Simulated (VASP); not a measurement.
Data:

```
KMgF3
1.0
    4.04096     0.00000     0.00000
    0.00000     4.04096     0.00000
    0.00000     0.00000     4.04096
K Mg F
1 1 3
Direct
  0.00000   0.00000   0.00000
  0.50000   0.50000   0.50000
  0.50000   0.00000   0.50000
  0.00000   0.50000   0.50000
  0.50000   0.50000   0.00000
```

Computed with HSE06 screened hybrid, VASP's PBE PAW potentials (set 64) (plane waves; VASP). Numerical set-up: 500 eV cut-off, 4×4×4 Γ-centred mesh, Gaussian smearing of 0.050 eV, potentials K_sv Mg F.

Q: Estimate the energy per atom (σ→0), pressure, band gap (over mesh and band path) with the smallest direct gap where there is one.

A: 
```json
{
  "band gap (over mesh and band path)": "9.24 eV",
  "smallest direct gap (over mesh and band path)": "9.54 eV",
  "energy per atom (σ→0)": "-5.916 eV/atom",
  "pressure": "-2.17 GPa"
}
```

The compound is KMgF3 in the cubic perovskite structure. It was relaxed first. The cell's shape comes from a PBE relaxation.
